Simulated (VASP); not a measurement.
A VASP calculation is set up with these files.

**POSCAR**
```
Pt
1
    0.0000000000     1.9480200654     1.9480200654
    1.9480200654     0.0000000000     1.9480200654
    1.9480200654     1.9480200654     0.0000000000
Pt
1
Direct
  0.0000000000   0.0000000000   0.0000000000
```

File KPOINTS:
```
Automatic mesh
0
Gamma
16 16 16
0 0 0
```

INCAR:
```
! general
SYSTEM =Pt
PREC   =Accurate
ENCUT  =520
LREAL  =.FALSE.
LASPH  =.TRUE.

! electronic loop
EDIFF  =1E-7
NELM   =100
ALGO   =Normal
LMAXMIX=6

! smearing
ISMEAR =1
SIGMA  =0.1

! ions
ISIF   =2

! output
LWAVE  =.FALSE.
LCHARG =.FALSE.
```

POTCAR, in this order: Pt (LDA.64 set). Program: vasp_std.

**Question.** Translate this LDA calculation to Ansatz.

**Answer.** One equivalent input (not run):
Ansatz 0.2 input:
```yaml
crystal:
  lattice:
    - [0.0000000, 1.9480201, 1.9480201]
    - [1.9480201, 0.0000000, 1.9480201]
    - [1.9480201, 1.9480201, 0.0000000]
  atoms:
    - { symbol: Pt, position: [0.0000000, 0.0000000, 0.0000000] }
kpoints:
  mp_grid: { grid: [16, 16, 16] }
hamiltonian:
  xc: lda
  pseudopotentials: { kind: paw }
scf:
  occupations: { method: methfessel_paxton, width: 0.1 }
  max_iter: 100
output: { forces: true, stress: true, eigenvalues: true }
```
The two are equivalent in intent, not identical: each code has its own PAW files, so the cut-off isn't converted (ENCUT is set for VASP's; basis.ecutwfc is left out, and Ansatz then takes the one that its files recommend); Ansatz stops its SCF on the density residual and VASP on the energy change (EDIFF); Ansatz's lda is the Perdew-Wang form, while the LDA potentials of VASP carry Perdew-Zunger's.

The compound is Pt in the fcc structure. It was relaxed first.
